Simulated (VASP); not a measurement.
Method: PBE GGA, VASP's PBE PAW potentials (set 64) (plane waves; VASP 6.6.1).

A VASP calculation is set up with these files.

INCAR:
```
# general
SYSTEM  = SrTe
PREC    = Accurate
ENCUT   = 500
LREAL   = .FALSE.
LASPH   = .TRUE.   # aspherical one-centre terms

# electronic loop
EDIFF   = 1E-6
NELM    = 100   # most electronic steps
ALGO    = Normal   # blocked Davidson
LMAXMIX = 4   # l cut-off of mixed one-centre charges

# smearing
ISMEAR  = 0   # Gaussian
SIGMA   = 0.05   # width (eV)

# functional
GGA     = PE   # PBE

# ions
ISIF    = 2

# output
LWAVE   = .FALSE.
LCHARG  = .FALSE.
```

POSCAR:
```
SrTe
4.720870
  0.0000000000   0.7195569884   0.6944334413
  0.7177130487   0.0000000000   0.6944334413
  0.7177130487   0.7195569884   0.0000000000
Sr Te
1 1
Cartesian
  0.0000000000   0.0000000000   0.0000000000
  0.7234246091   0.7195569884   0.6944334413
```

File KPOINTS:
```
Automatic mesh
0
Gamma
6 6 6
0 0 0
```

POTCAR, in this order: Sr_sv Te (PBE.64 set). Program: vasp_std.

Problem. Predict the energy per atom (σ→0), largest force.

Solution. 
```json
{
 "energy per atom (σ→0)": "-4.127 eV/atom",
 "largest_force": "0.054 eV/Å"
}
```

### OSZICAR
```
...
DAV:   6    -0.824961069095E+01    0.10226E+00   -0.20423E-01  1364   0.264E+00    0.889E+00
DAV:   7    -0.825400092833E+01   -0.43902E-02   -0.23014E-01  1492   0.322E+00    0.959E-01
DAV:   8    -0.825350260435E+01    0.49832E-03   -0.28397E-02  1336   0.855E-01    0.288E-01
DAV:   9    -0.825376316654E+01   -0.26056E-03   -0.95615E-04  1472   0.250E-01    0.949E-02
DAV:  10    -0.825396623282E+01   -0.20307E-03   -0.17039E-04  1308   0.905E-02    0.223E-02
DAV:  11    -0.825399059987E+01   -0.24367E-04   -0.26363E-05  1468   0.345E-02    0.263E-02
DAV:  12    -0.825399139040E+01   -0.79053E-06   -0.25578E-06  1432   0.950E-03
   1 F= -.82539914E+01 E0= -.82539914E+01  d E =-.115164E-19
```

The compound is SrTe in the rock salt structure. The cell was not relaxed at this level, atoms are displaced from their ideal sites. The run is one of a series of settings (ENCUT = 500 against the base run), some of them coarse on purpose.
